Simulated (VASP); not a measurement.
Method: PBE GGA, VASP's PBE PAW potentials (set 64) (plane waves; VASP).

VASP input:

**KPOINTS**
```
Automatic mesh
0
Gamma
7 7 7
0 0 0
```

INCAR:
```
SYSTEM = GaPt3
PREC = Accurate; ENCUT = 300; LREAL = F
LASPH = T
EDIFF = 1E-6; NELM = 100; ALGO = Normal
LMAXMIX = 6
ISMEAR = -1; SIGMA = 0.1
GGA = PE
ISIF = 2
LWAVE = F; LCHARG = F
```

### POSCAR
```
GaPt3
1
   -1.8156850000     1.8156850000     4.0443350000
    1.8156850000    -1.8156850000     4.0443350000
    1.8156850000     1.8156850000    -4.0443350000
Pt Ga
3 1
Direct
  0.5000000000   0.5000000000   0.0000000000
  0.7500000000   0.2500000000   0.5000000000
  0.2500000000   0.7500000000   0.5000000000
  0.0000000000   0.0000000000   0.0000000000
```

POTCAR, in this order: Pt Ga_d (PBE.64 set). Program: vasp_std.

Q: What will the output report for the number of irreducible k-points (NKPTS), largest plane-wave count, number of space-group operations, FFT grid (NGX, NGY, NGZ)?

A: 
```
Item                                          Result
--------------------------------------  ------------
number of irreducible k-points (NKPTS)            40
largest plane-wave count                         652
number of space-group operations                  16
FFT grid (NGX, NGY, NGZ)                28 × 28 × 28
```

The structure was generated: GaPt3 was put into an ordered model structure, which need not be its known phase. The cell was not relaxed at this level. The k-mesh is coarse (spacing up to 0.35 per Å, 2π included), so the numbers may not be converged in it. The electron count is odd and the run is not spin-polarised, which forces a metal.
